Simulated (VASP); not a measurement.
Energy against volume of CsI (CsCl type). Method: vdW-DF-cx, VASP's PBE PAW potentials (set 64) (plane waves; VASP).

```tsv
V (Å³/atom)	E (eV/atom)
43.501	-0.40223
44.889	-0.40785
46.277	-0.40947
47.665	-0.40779
49.054	-0.40340
```

Fit a third-order Birch-Murnaghan equation of state.

```
Quantity                                         Value
---------------------------------------  -------------
volume per atom                          46.22 Å³/atom
bulk modulus                                  12.7 GPa
pressure derivative of the bulk modulus           5.39
lattice constant a                           0.4522 nm
```

The compound is CsI in the CsCl type structure. It was relaxed first.
